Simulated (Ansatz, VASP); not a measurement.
# Zr4F: VASP beside Ansatz

```
Zr F
1.0
    -3.00493    3.00493    3.00493
     3.00493   -3.00493    3.00493
     3.00493    3.00493   -3.00493
Zr F
4 1
Direct
  0.44120 0.44120 0.44120
  0.55880 0.00000 0.00000
  0.00000 0.00000 0.55880
  0.00000 0.55880 0.00000
  0.00000 0.00000 0.00000
```

Change from the starting cell: species swapped into the GeF4 type (I-43m, No. 217).

Alike in both runs: functional PBE; k mesh 4 × 4 × 4; occupations gaussian, width 0.1 eV; no spin polarisation.

Ansatz relaxed the structure, and its values are those at the end. VASP's run is a single point on that final structure, the one shown.

```csv
,VASP,Ansatz
version,VASP 6.6.1,Ansatz 0.2.0
potentials or method,"VASP PAW PBE potentials, release 64 (Zr_sv, F)","scalar-relativistic, plane waves, PAW"
plane-wave cutoff (eV),520,420
valence electrons in the cell,55,55
```

```csv
,VASP,Ansatz,Ansatz less VASP
gap on the k mesh at the Fermi level (eV),none,none,-
pressure (GPa),0.4,0.3,-0.04
rms of the force components (eV/Å),0.007,0.001,-0.0064
```

A gap of «none» marks a metal or a gap that the smearing closes.

Caveats: the k mesh is coarse (spacing up to 0.37 Å⁻¹), so the values aren't converged; an odd number of electrons without spin polarisation forces a metal; a magnetic or distorted state may lie lower.
